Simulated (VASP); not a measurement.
# Al(111) over its thickness, part 6 of 7

How many layers does a slab of Al(111) need before surface energy, work function and relaxation settle?

VASP 6.6.1; PBE; plane waves and PAW (Al).

So far. Step 16 (Relaxing the slab, layers 10): The run ended after 18 ionic steps, 0.003 eV below its first step, once the forces on the free atoms met EDIFFG = -0.01. Step 17 (The vacuum level, layers 10): The vacuum level lies 4.03 eV above the Fermi level at the upper face; both faces agree, as the slab has next to no dipole.

## (18) Surface relaxation, layers 11

System of this step: Al(111). The cell holds 11 atoms: 11 Al. Cell: a = 2.856 Å, b = 2.856 Å, c = 38.323 Å, α = 90.0°, β = 90.0°, γ = 60.0°. It derives from Al. 11 layers of fcc Al, cut at this functional's lattice. Vacuum lies along c.

INCAR reads:

```
SYSTEM = Al
PREC = Normal
ENCUT = 320
EDIFF = 1E-06
NELM = 120
ISMEAR = 1
SIGMA = 0.15
LREAL = .FALSE.
ALGO = Fast
GGA = PE
NBANDS = 27
LORBIT = 11
LWAVE = .FALSE.
LCHARG = .FALSE.
KPAR = 4
IBRION = 2
NSW = 50
ISIF = 2
EDIFFG = -0.01
POTIM = 0.4
MAXMIX = 40
```

POSCAR reads:

```
Al
1.0
    2.8564818028      0.0000000000      0.0000000000
    1.4282409014      2.4737858067      0.0000000000
    0.0000000000      0.0000000000     38.3230762547
Al
11
Direct
    0.6666666700      0.6666666700      0.1957045400
    0.0000000000      0.0000000000      0.2565636300
    0.3333333300      0.3333333300      0.3174227200
    0.6666666700      0.6666666700      0.3782818200
    0.0000000000      0.0000000000      0.4391409100
    0.3333333300      0.3333333300      0.5000000000
    0.6666666700      0.6666666700      0.5608590900
    0.0000000000      0.0000000000      0.6217181800
    0.3333333300      0.3333333300      0.6825772800
    0.6666666700      0.6666666700      0.7434363700
    0.0000000000      0.0000000000      0.8042954600
```

KPOINTS reads:

```
Automatic mesh
0
Gamma
15 15 1
0 0 0
```

Potentials, in the order of the species: Al (PBE family, release 64).

Launch:

```bash
$ mpirun -np 4 vasp_std
```

What it wrote:

```text
[banner, memory and clock lines left out]
running    4 mpi-ranks, on    1 nodes
[...]
LDA part: xc-table for (Slater+PW92), standard interpolation
 POSCAR, INCAR and KPOINTS ok, starting setup
[...]
entering main loop
       N       E                     dE             d eps       ncg     rms          rms(c)
DAV:   1     0.444568127127E+02    0.44457E+02   -0.81152E+03  1474   0.624E+02
DAV:   2    -0.361853836999E+02   -0.80642E+02   -0.75652E+02  1846   0.120E+02
DAV:   3    -0.411621738262E+02   -0.49768E+01   -0.47238E+01  2116   0.261E+01
DAV:   4    -0.413149673591E+02   -0.15279E+00   -0.15202E+00  2204   0.514E+00
[...]
RMM:  21    -0.404598592659E+02   -0.15071E-04   -0.12884E-06  1023   0.344E-03    0.142E-03
RMM:  22    -0.404598626878E+02   -0.34219E-05   -0.39345E-07   910   0.235E-03    0.963E-04
RMM:  23    -0.404598628595E+02   -0.17173E-06   -0.80058E-08   765   0.168E-03
   1 F= -.40459863E+02 E0= -.40461636E+02  d E =-.404599E+02
[... from here on, the cycles between the ionic steps are left out ...]
   2 F= -.40460993E+02 E0= -.40462707E+02  d E =-.112975E-02
   3 F= -.40462189E+02 E0= -.40463749E+02  d E =-.232571E-02
   4 F= -.40462514E+02 E0= -.40464077E+02  d E =-.325766E-03
   5 F= -.40463143E+02 E0= -.40464711E+02  d E =-.954700E-03
   6 F= -.40462839E+02 E0= -.40464391E+02  d E =-.650180E-03
   7 F= -.40463271E+02 E0= -.40464838E+02  d E =-.108269E-02
   8 F= -.40463618E+02 E0= -.40465178E+02  d E =-.347099E-03
   9 F= -.40464214E+02 E0= -.40465718E+02  d E =-.942720E-03
  10 F= -.40464292E+02 E0= -.40465768E+02  d E =-.102056E-02
  11 F= -.40464777E+02 E0= -.40466249E+02  d E =-.484696E-03
  12 F= -.40465569E+02 E0= -.40467009E+02  d E =-.127741E-02
  13 F= -.40465615E+02 E0= -.40467039E+02  d E =-.132337E-02
  14 F= -.40466271E+02 E0= -.40467740E+02  d E =-.655459E-03
  15 F= -.40467089E+02 E0= -.40468635E+02  d E =-.147408E-02
  16 F= -.40467387E+02 E0= -.40469036E+02  d E =-.177135E-02
  17 F= -.40467487E+02 E0= -.40469111E+02  d E =-.187149E-02
  18 F= -.40467443E+02 E0= -.40469167E+02  d E =0.438513E-04
  19 F= -.40467612E+02 E0= -.40469282E+02  d E =-.125800E-03
[...]
reached required accuracy - stopping structural energy minimisation
```

It took 60 s on 4 MPI ranks of Intel Xeon 6975P-C (Granite Rapids), shared host; peak memory 0.8 GiB.

Parts of OUTCAR (step 18):

```text
  Total       -2.2619477     -2.2619477     -0.1655476     -0.0000000      0.0000000      0.0000000
  in kB      -13.3825606    -13.3825606     -0.9794436     -0.0000000      0.0000000      0.0000000
  external PRESSURE =      -9.2481883 kB  Pullay stress =       0.0000000 kB

 POSITION                                       TOTAL-FORCE (eV/Angst)
 -----------------------------------------------------------------------------------
      2.85648      1.64919      7.38771         0.000000      0.000000     -0.001272
      0.00000      0.00000      9.75438         0.000000      0.000000      0.004714
      1.42824      0.82460     12.09838        -0.000000      0.000000     -0.000319
      2.85648      1.64919     14.45490        -0.000000     -0.000000     -0.001687
      0.00000      0.00000     16.80944         0.000000      0.000000     -0.003714
      1.42824      0.82460     19.16154         0.000000      0.000000     -0.000000
      2.85648      1.64919     21.51363         0.000000      0.000000      0.003714
      0.00000      0.00000     23.86817         0.000000      0.000000      0.001687
      1.42824      0.82460     26.22470         0.000000      0.000000      0.000319
      2.85648      1.64919     28.56870        -0.000000     -0.000000     -0.004714
      0.00000      0.00000     30.93536         0.000000     -0.000000      0.001272
 -----------------------------------------------------------------------------------
    total drift:                                0.000000      0.000000     -0.000001

  FREE ENERGIE OF THE ION-ELECTRON SYSTEM (eV)
  ---------------------------------------------------
  free  energy   TOTEN  =       -40.4676124861 eV

  energy  without entropy=      -40.4726217578  energy(sigma->0) =      -40.46928224

[... 1 part as in an earlier step ...]

[... 3 further parts left out ...]
[key lines of the parts left out:]
E-fermi :   4.0724
```

The run ended after 19 ionic steps, 0.008 eV below its first step, once the forces on the free atoms met EDIFFG = -0.01.

## (19) The vacuum level, layers 11

INCAR, as its differences from that of step 18:

```diff
@@ -15,7 +15,6 @@
 KPAR = 4
-IBRION = 2
-NSW = 50
-ISIF = 2
-EDIFFG = -0.01
-POTIM = 0.4
-MAXMIX = 40
+IDIPOL = 3
+LDIPOL = .TRUE.
+DIPOL = 0.5 0.5 0.5
+LVHAR = .TRUE.
+LVACPOTAV = .TRUE.
```

POSCAR reads:

```
Al
1.0
    2.8564818028      0.0000000000      0.0000000000
    1.4282409014      2.4737858067      0.0000000000
    0.0000000000      0.0000000000     38.3230762547
Al
11
Direct
    0.6666666700      0.6666666700      0.1927745056
    0.0000000000      0.0000000000      0.2545301974
    0.3333333300      0.3333333300      0.3156944134
    0.6666666700      0.6666666700      0.3771853683
    0.0000000000      0.0000000000      0.4386245333
    0.3333333300      0.3333333300      0.5000000000
    0.6666666700      0.6666666700      0.5613754667
    0.0000000000      0.0000000000      0.6228146317
    0.3333333300      0.3333333300      0.6843055866
    0.6666666700      0.6666666700      0.7454698026
    0.0000000000      0.0000000000      0.8072254944
```

KPOINTS is that of step 18.

Launch:

```bash
$ mpirun -np 4 vasp_std
```

What it wrote:

```text
[... set-up lines as in an earlier step ...]
 entering main loop
       N       E                     dE             d eps       ncg     rms          rms(c)
DAV:   1     0.435298447857E+02    0.43530E+02   -0.80978E+03  1474   0.624E+02
DAV:   2    -0.362918358345E+02   -0.79822E+02   -0.74804E+02  1851   0.119E+02
DAV:   3    -0.411420135545E+02   -0.48502E+01   -0.46179E+01  2084   0.259E+01
DAV:   4    -0.412958833180E+02   -0.15387E+00   -0.15316E+00  2220   0.521E+00
[...]
RMM:  21    -0.404676126278E+02   -0.19564E-04   -0.19004E-06  1350   0.372E-03    0.148E-03
RMM:  22    -0.404676140218E+02   -0.13940E-05   -0.20791E-07  1013   0.222E-03    0.155E-03
RMM:  23    -0.404676148083E+02   -0.78648E-06   -0.95639E-08   888   0.171E-03
 [... a notice as in an earlier step ...]

   1 F= -.40467615E+02 E0= -.40469284E+02  d E =0.500643E-02
```

Run time: 10 s. Hardware: 4 MPI ranks; peak memory 0.75 GiB; 40 s of CPU time.

Parts of OUTCAR (step 19):

```text
  Total       -2.2621015     -2.2621015     -0.1658072      0.0000000      0.0000000      0.0000000
  in kB      -13.3834704    -13.3834704     -0.9809801      0.0000000      0.0000000      0.0000000
  external PRESSURE =      -9.2493069 kB  Pullay stress =       0.0000000 kB

 POSITION                                       TOTAL-FORCE (eV/Angst)
 -----------------------------------------------------------------------------------
      2.85648      1.64919      7.38771        -0.000000     -0.000000     -0.001191
      0.00000      0.00000      9.75438         0.000000      0.000000      0.004839
      1.42824      0.82460     12.09838         0.000000      0.000000     -0.000156
      2.85648      1.64919     14.45490        -0.000000      0.000000     -0.001657
      0.00000      0.00000     16.80944         0.000000      0.000000     -0.003460
      1.42824      0.82460     19.16154        -0.000000     -0.000000      0.000000
      2.85648      1.64919     21.51363         0.000000     -0.000000      0.003460
      0.00000      0.00000     23.86817         0.000000      0.000000      0.001657
      1.42824      0.82460     26.22470        -0.000000     -0.000000      0.000156
      2.85648      1.64919     28.56870        -0.000000     -0.000000     -0.004839
      0.00000      0.00000     30.93536         0.000000     -0.000000      0.001191
 -----------------------------------------------------------------------------------
    total drift:                                0.000000      0.000000     -0.000001

  FREE ENERGIE OF THE ION-ELECTRON SYSTEM (eV)
  ---------------------------------------------------
  free  energy   TOTEN  =       -40.4676148083 eV

  energy  without entropy=      -40.4726212372  energy(sigma->0) =      -40.46928362

[... 2 parts as in an earlier step ...]

[... 1 further part left out ...]
[key lines of the parts left out:]
E-fermi :   4.0727
```

The planar average of the electrostatic potential oscillates, so the rows of the table below give means over windows of 2.39 Å about each position, cut where the curve ends. Its maxima inside the range that stand out by 2 % of the span (Å: eV): 8.6: -0.325, 10.9: -0.459, 13.2: -0.449, 15.6: -0.429, 18.0: -0.466, 20.3: -0.466, 22.7: -0.429, 25.1: -0.449, 27.4: -0.459, 29.8: -0.325. Its minima: 7.4: -18.0, 9.8: -18.0, 12.1: -18.2, 14.5: -18.1, 16.8: -18.1, 19.2: -18.2, 21.6: -18.1, 23.8: -18.1, 26.2: -18.2, 28.5: -18.0, 30.9: -18.0.

Zero at the Fermi level. Table of planar average of the electrostatic potential by height; means over each step:

| height (Å) | planar average of the electrostatic potential (eV) |
| --- | --- |
| 1.20 | 4.07 |
| 3.58 | 4.06 |
| 5.97 | -0.164 |
| 8.36 | -7.91 |
| 10.75 | -8.13 |
| 13.14 | -8.06 |
| 15.53 | -8.09 |
| 17.92 | -8.12 |
| 20.31 | -8.12 |
| 22.70 | -8.09 |
| 25.09 | -8.06 |
| 27.48 | -8.15 |
| 29.87 | -7.92 |
| 32.26 | -0.876 |
| 34.65 | 4.06 |
| 37.04 | 4.07 |

The vacuum level lies 4.07 eV above the Fermi level at the upper face; both faces agree, as the slab has next to no dipole.

The program found no field-free point at its default tolerance, but its printed level agrees with the flat part of the planar average.

## (20) Relaxing the slab, layers 12

System of this step: Al(111). The cell holds 12 atoms: 12 Al. Cell: a = 2.856 Å, b = 2.856 Å, c = 40.655 Å, α = 90.0°, β = 90.0°, γ = 60.0°. It derives from Al. 12 layers of fcc Al, cut at this functional's lattice. Vacuum lies along c.

INCAR reads:

```
SYSTEM = Al
PREC = Normal
ENCUT = 320
EDIFF = 1E-06
NELM = 120
ISMEAR = 1
SIGMA = 0.15
LREAL = .FALSE.
ALGO = Fast
GGA = PE
NBANDS = 30
LORBIT = 11
LWAVE = .FALSE.
LCHARG = .FALSE.
KPAR = 4
IBRION = 2
NSW = 50
ISIF = 2
EDIFFG = -0.01
POTIM = 0.4
MAXMIX = 40
```

POSCAR reads:

```
Al
1.0
    2.8564818028      0.0000000000      0.0000000000
    1.4282409014      2.4737858067      0.0000000000
    0.0000000000      0.0000000000     40.6553838802
Al
12
Direct
    0.3333333300      0.3333333300      0.1844774100
    0.6666666700      0.6666666700      0.2418451600
    0.0000000000      0.0000000000      0.2992129000
    0.3333333300      0.3333333300      0.3565806400
    0.6666666700      0.6666666700      0.4139483900
    0.0000000000      0.0000000000      0.4713161300
    0.3333333300      0.3333333300      0.5286838700
    0.6666666700      0.6666666700      0.5860516100
    0.0000000000      0.0000000000      0.6434193600
    0.3333333300      0.3333333300      0.7007871000
    0.6666666700      0.6666666700      0.7581548400
    0.0000000000      0.0000000000      0.8155225900
```

KPOINTS is that of step 19.

Launch:

```bash
$ mpirun -np 4 vasp_std
```

What it wrote:

```text
[banner, memory and clock lines left out]
running    4 mpi-ranks, on    1 nodes
[...]
LDA part: xc-table for (Slater+PW92), standard interpolation
 POSCAR, INCAR and KPOINTS ok, starting setup
[...]
entering main loop
       N       E                     dE             d eps       ncg     rms          rms(c)
DAV:   1     0.472925578785E+02    0.47293E+02   -0.91878E+03  1676   0.627E+02
DAV:   2    -0.397132746541E+02   -0.87006E+02   -0.81374E+02  2078   0.118E+02
DAV:   3    -0.449104286514E+02   -0.51972E+01   -0.49884E+01  2328   0.256E+01
DAV:   4    -0.450780700175E+02   -0.16764E+00   -0.16649E+00  2520   0.510E+00
[...]
RMM:  21    -0.442000490388E+02   -0.24717E-04   -0.19293E-06  1152   0.346E-03    0.308E-04
RMM:  22    -0.442000529819E+02   -0.39431E-05   -0.38560E-07  1012   0.229E-03    0.730E-04
RMM:  23    -0.442000537660E+02   -0.78416E-06   -0.11122E-07   893   0.167E-03
   1 F= -.44200054E+02 E0= -.44199942E+02  d E =-.442001E+02
[... from here on, the cycles between the ionic steps are left out ...]
   2 F= -.44201110E+02 E0= -.44201071E+02  d E =-.105601E-02
   3 F= -.44202604E+02 E0= -.44202763E+02  d E =-.255015E-02
   4 F= -.44202617E+02 E0= -.44202793E+02  d E =-.256336E-02
   5 F= -.44203282E+02 E0= -.44203577E+02  d E =-.665011E-03
   6 F= -.44204757E+02 E0= -.44205414E+02  d E =-.214010E-02
   7 F= -.44205369E+02 E0= -.44206715E+02  d E =-.275163E-02
   8 F= -.44205514E+02 E0= -.44206649E+02  d E =-.289716E-02
   9 F= -.44206280E+02 E0= -.44207536E+02  d E =-.765620E-03
  10 F= -.44207271E+02 E0= -.44208849E+02  d E =-.175701E-02
  11 F= -.44207943E+02 E0= -.44209573E+02  d E =-.672098E-03
  12 F= -.44209162E+02 E0= -.44210932E+02  d E =-.189072E-02
  13 F= -.44208100E+02 E0= -.44210108E+02  d E =-.829022E-03
  14 F= -.44209296E+02 E0= -.44211146E+02  d E =-.202468E-02
  15 F= -.44209717E+02 E0= -.44211616E+02  d E =-.421146E-03
  16 F= -.44210712E+02 E0= -.44212768E+02  d E =-.141643E-02
  17 F= -.44211942E+02 E0= -.44214268E+02  d E =-.264609E-02
  18 F= -.44211472E+02 E0= -.44214188E+02  d E =-.217613E-02
  19 F= -.44212215E+02 E0= -.44214709E+02  d E =-.291860E-02
  20 F= -.44212773E+02 E0= -.44215287E+02  d E =-.558080E-03
  21 F= -.44213593E+02 E0= -.44216161E+02  d E =-.137852E-02
[...]
reached required accuracy - stopping structural energy minimisation
```

Wall time 89 s (4 MPI ranks); peak memory 0.86 GiB.

Parts of OUTCAR (step 20):

```text
  Total       -2.8200822     -2.8200822     -0.1276889      0.0000000     -0.0000000      0.0000000
  in kB      -15.7275377    -15.7275377     -0.7121184      0.0000000     -0.0000000      0.0000000
  external PRESSURE =     -10.7223979 kB  Pullay stress =       0.0000000 kB

 POSITION                                       TOTAL-FORCE (eV/Angst)
 -----------------------------------------------------------------------------------
      1.42824      0.82460      7.34378        -0.000000     -0.000000      0.001642
      2.85648      1.64919      9.71572         0.000000      0.000000     -0.003726
      2.85648      0.00000     12.06663        -0.000000     -0.000000      0.000407
      1.42824      0.82460     14.43601        -0.000000     -0.000000      0.006145
      2.85648      1.64919     16.79848         0.000000      0.000000     -0.007264
      0.00000      0.00000     19.15177         0.000000      0.000000     -0.007253
      1.42824      0.82460     21.50361        -0.000000     -0.000000      0.007253
      2.85648      1.64919     23.85691        -0.000000     -0.000000      0.007264
      0.00000      0.00000     26.21937         0.000000      0.000000     -0.006145
      1.42824      0.82460     28.58875         0.000000     -0.000000     -0.000407
      2.85648      1.64919     30.93966         0.000000     -0.000000      0.003726
      0.00000      0.00000     33.31160        -0.000000     -0.000000     -0.001642
 -----------------------------------------------------------------------------------
    total drift:                               -0.000000     -0.000000      0.000001

  FREE ENERGIE OF THE ION-ELECTRON SYSTEM (eV)
  ---------------------------------------------------
  free  energy   TOTEN  =       -44.2135931030 eV

  energy  without entropy=      -44.2212967748  energy(sigma->0) =      -44.21616099

[... 1 part as in an earlier step ...]

[... 3 further parts left out ...]
[key lines of the parts left out:]
E-fermi :   4.2957
```

The run ended after 21 ionic steps, 0.014 eV below its first step, once the forces on the free atoms met EDIFFG = -0.01.

## (21) The vacuum level, layers 12

INCAR, as its differences from that of step 20:

```diff
@@ -15,7 +15,6 @@
 KPAR = 4
-IBRION = 2
-NSW = 50
-ISIF = 2
-EDIFFG = -0.01
-POTIM = 0.4
-MAXMIX = 40
+IDIPOL = 3
+LDIPOL = .TRUE.
+DIPOL = 0.5 0.5 0.5
+LVHAR = .TRUE.
+LVACPOTAV = .TRUE.
```

POSCAR reads:

```
Al
1.0
    2.8564818028      0.0000000000      0.0000000000
    1.4282409014      2.4737858067      0.0000000000
    0.0000000000      0.0000000000     40.6553838802
Al
12
Direct
    0.3333333300      0.3333333300      0.1806348564
    0.6666666700      0.6666666700      0.2389775143
    0.0000000000      0.0000000000      0.2968027624
    0.3333333300      0.3333333300      0.3550823629
    0.6666666700      0.6666666700      0.4131919738
    0.0000000000      0.0000000000      0.4710759027
    0.3333333300      0.3333333300      0.5289240973
    0.6666666700      0.6666666700      0.5868080262
    0.0000000000      0.0000000000      0.6449176371
    0.3333333300      0.3333333300      0.7031972376
    0.6666666700      0.6666666700      0.7610224857
    0.0000000000      0.0000000000      0.8193651436
```

KPOINTS is that of step 20.

Launch:

```bash
$ mpirun -np 4 vasp_std
```

What it wrote:

```text
[... set-up lines as in an earlier step ...]
 entering main loop
       N       E                     dE             d eps       ncg     rms          rms(c)
DAV:   1     0.459844701974E+02    0.45984E+02   -0.91639E+03  1676   0.626E+02
DAV:   2    -0.397462165806E+02   -0.85731E+02   -0.80235E+02  2092   0.116E+02
DAV:   3    -0.448981865508E+02   -0.51520E+01   -0.49479E+01  2344   0.254E+01
DAV:   4    -0.450552677730E+02   -0.15708E+00   -0.15607E+00  2496   0.490E+00
[...]
RMM:  21    -0.442135897391E+02   -0.15816E-04   -0.11096E-06  1445   0.306E-03    0.144E-03
RMM:  22    -0.442135936219E+02   -0.38828E-05   -0.31557E-07  1206   0.210E-03    0.106E-03
RMM:  23    -0.442135939995E+02   -0.37763E-06   -0.64348E-08   942   0.150E-03
 [... a notice as in an earlier step ...]

   1 F= -.44213594E+02 E0= -.44216162E+02  d E =0.770499E-02
```

It took 17 s on 4 MPI ranks; peak memory 0.81 GiB; 67 s of CPU time.

Parts of OUTCAR (step 21):

```text
  Total       -2.8199973     -2.8199973     -0.1273255     -0.0000000     -0.0000000      0.0000000
  in kB      -15.7270639    -15.7270639     -0.7100918     -0.0000000     -0.0000000      0.0000000
  external PRESSURE =     -10.7214065 kB  Pullay stress =       0.0000000 kB

 POSITION                                       TOTAL-FORCE (eV/Angst)
 -----------------------------------------------------------------------------------
      1.42824      0.82460      7.34378         0.000000      0.000000      0.001495
      2.85648      1.64919      9.71572         0.000000     -0.000000     -0.003686
      0.00000      0.00000     12.06663         0.000000      0.000000      0.000446
      1.42824      0.82460     14.43601         0.000000      0.000000      0.006086
      2.85648      1.64919     16.79848         0.000000      0.000000     -0.007421
      0.00000      0.00000     19.15177         0.000000      0.000000     -0.007261
      1.42824      0.82460     21.50361        -0.000000     -0.000000      0.007261
      2.85648      1.64919     23.85691        -0.000000     -0.000000      0.007421
      0.00000      0.00000     26.21937        -0.000000     -0.000000     -0.006086
      1.42824      0.82460     28.58875        -0.000000     -0.000000     -0.000446
      2.85648      1.64919     30.93966        -0.000000     -0.000000      0.003686
      0.00000      0.00000     33.31160        -0.000000     -0.000000     -0.001495
 -----------------------------------------------------------------------------------
    total drift:                               -0.000000     -0.000000      0.000001

  FREE ENERGIE OF THE ION-ELECTRON SYSTEM (eV)
  ---------------------------------------------------
  free  energy   TOTEN  =       -44.2135939995 eV

  energy  without entropy=      -44.2212989939  energy(sigma->0) =      -44.21616233

[... 2 parts as in an earlier step ...]

[... 1 further part left out ...]
[key lines of the parts left out:]
E-fermi :   4.2959
```

The vacuum level lies 4.08 eV above the Fermi level at the upper face; both faces agree, as the slab has next to no dipole.

The program found no field-free point at its default tolerance, but its printed level agrees with the flat part of the planar average.

(Part 6 of 7 ends here.)

[Lines on the potential files, build, host, timing and source positions are cut from VASP's logs without a mark.]

[Logs are printed without paths, hosts, clocks, repeated set-up lines and the standing remarks that a program may print on its own settings, such as how far it seeks lower states.]

[Hosts, paths, dates, database ids (printed as entryN), source tags and the programs' standing remarks are cut or masked in the printed files.]

[Runs that stopped without an error message from VASP are left out.]
